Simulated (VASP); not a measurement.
Given:

```
CELL_PARAMETERS angstrom
     -1.51500     1.51500     1.51500
      1.51500    -1.51500     1.51500
      1.51500     1.51500    -1.51500
ATOMIC_POSITIONS crystal
  V  0.00000 0.00000 0.00000
```

The numbers are results of optB86b-vdW, VASP's PBE PAW potentials (set 64) (plane waves; VASP), not measurements. Settings: 520 eV cut-off, 15×15×15 Γ-centred mesh, first-order Methfessel-Paxton smearing of 0.10 eV, potentials V_sv.

Energy and stress use the plane-wave basis of the starting cell.

Problem. The ions, cell shape and volume are relaxed. Give the cell that the relaxation ends in.

Solution. 
```
CELL_PARAMETERS angstrom
     -1.48545     1.48545     1.48545
      1.48545    -1.48545     1.48545
      1.48545     1.48545    -1.48545
ATOMIC_POSITIONS crystal
  V  0.00000 0.00000 0.00000
```
Space group Im-3m (229), at a tolerance of 0.03 Å.

Problem. How do energy and volume change from the first to the last step?

Solution. The energy (σ→0) changes by -26.6 meV/atom and the volume by -5.7 %, in 4 ionic steps.

The compound is V in the bcc structure. This run relaxes it. Symmetry was kept, so distortions that lower it aren't found. The run is not spin-polarised, so no magnetic state was tried.
